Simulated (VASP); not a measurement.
Runs of VASP 6.6.1 on AlH5. All rows change the cell; the cell of one of them follows. Symmetry: P-43m, No. 215, cubic system. Conventional cell: a = 3.452 Å, b = 3.452 Å, c = 3.452 Å, α = 90.00°, β = 90.00°, γ = 90.00°. Around Al (site symmetry -43m) lie 4 H at 1.69 Å. Around H (site symmetry 3m) lie 1 H at 1.30 Å. H (site symmetry -43m) has 4 H at 1.30 Å as nearest neighbours. The cell was built by a generator and needn't be a form met in nature.

| task | cell | k mesh | cutoff (eV) | gap on the mesh (eV) | pressure (GPa) | relaxed volume (Å³/atom) | largest force (eV/Å) |
| --- | --- | --- | --- | --- | --- | --- | --- |
| single point | random cell by space group and Wyckoff sites (P-43m, No. 215) | 6 × 6 × 6 | 520 | none | (b) | - | 0.03 |
| relaxation of cell and atoms | relaxed from: random cell by space group and Wyckoff sites (P-43m, No. 215) | 6 × 6 × 6 | 600 | none | -0.4 | 6.89 | 0.04 |
| relaxation of cell and atoms | relaxed from: random cell by space group and Wyckoff sites (P-43m, No. 215) | 12 × 12 × 12 | 600 | none | -0.2 | (a) | - |
| single point | random cell by space group and Wyckoff sites (P-43m, No. 215) | 12 × 12 × 12 | 520 | none | -0.3 | - | 0.01 |

Alike in all rows: level PBE; potentials or basis VASP PAW PBE potentials, release 64 (Al, H); no spin polarisation; smearing gaussian 0.1 eV.

**Question.** Estimate the missing entries.

**Answer.** (a) 6.83; (b) -0.5.

A gap of «none» marks a metal or a gap under the smearing width.
